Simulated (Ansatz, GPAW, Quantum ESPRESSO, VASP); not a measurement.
## GaCu₃ (P6_3/mmc, 8 atoms in the cell) computed with different codes at matched settings

Self-consistent single point.

```
GaCu3
1.0
    5.15739     0.00000     0.00000
   -2.57870     4.46643     0.00000
    0.00000     0.00000     4.20124
Ga Cu
2 6
Direct
  0.33333   0.66667   0.75000
  0.66667   0.33333   0.25000
  0.16539   0.33077   0.25000
  0.83461   0.66923   0.75000
  0.83461   0.16539   0.75000
  0.16539   0.83461   0.25000
  0.66923   0.83461   0.25000
  0.33077   0.16539   0.75000
```

All programs got the same cell, k-point mesh and kind of occupations (in Ansatz's words: kpoints.mp_grid.grid = 5 5 5; scf.occupations.method = gaussian; scf.occupations.width = 0.1 eV); potentials, basis and cutoffs are each program's usual ones.

```
code                                                                      model  pressure (GPa)  largest force (eV/Å)  cutoff
----------------  -------------------------------------------------------------  --------------  --------------------  ------
Ansatz                                      LDA (PW92), PAW files made with PBE           -7.00                 0.046  420 eV
GPAW              LDA (Perdew-Wang 92), GPAW PAW datasets LDA (gpaw-data 1.0.1)           -5.76                 0.058  850 eV
VASP                               LDA (PZ), VASP's LDA PAW potentials (set 64)           -8.31                 0.047  300 eV
Quantum ESPRESSO           LDA (PZ), PSlibrary ultrasoft (LDA) pseudopotentials           -6.76                 0.052   70 Ry
```

The spread over the programs that give each value: pressure within 2.55 GPa; largest force within 0.012 eV/Å.

The starting cell comes from a database of computed structures (which also holds hypothetical and non-ambient phases and stackings), without a prior relaxation at this level. On Ansatz's run: Spin polarisation is off. In the base run, with a pressure of about -7 GPa the cell is away from its equilibrium volume at this level.

Question: Why do the programs differ, and what cannot be compared?

Answer: Differences of this kind can come from the potentials, where these differ, and from what each basis and cutoff leave unconverged. The valence holds different numbers of electrons (Ansatz (a quantum-chemistry and plane-wave program) 140, GPAW 72, VASP 92, Quantum ESPRESSO 92). The zero of total energies and Fermi levels follows the potentials and each program's conventions, so they are not compared here. Ansatz's pressure is given at a fixed set of plane waves, as the other plane-wave codes print theirs; with its correction for the finite basis it is -6.92 GPa. The same LDA comes in different parametrisations, which differ slightly. In the pressure, GPAW (by 1.12) and VASP (by 1.44) lie more than 1 GPa from the median of the plane-wave programs.

VASP's run is marked for a possible Pulay error in its stress at this cutoff; no cutoff test was made.

Left out of this page: ABINIT and FLEUR (with a known weakness of the program); Elk (unsound by tests on forces, stress, charge or solver warnings); SIESTA (not drawn, or without a comparable value).

Keys are those of Ansatz 0.2.
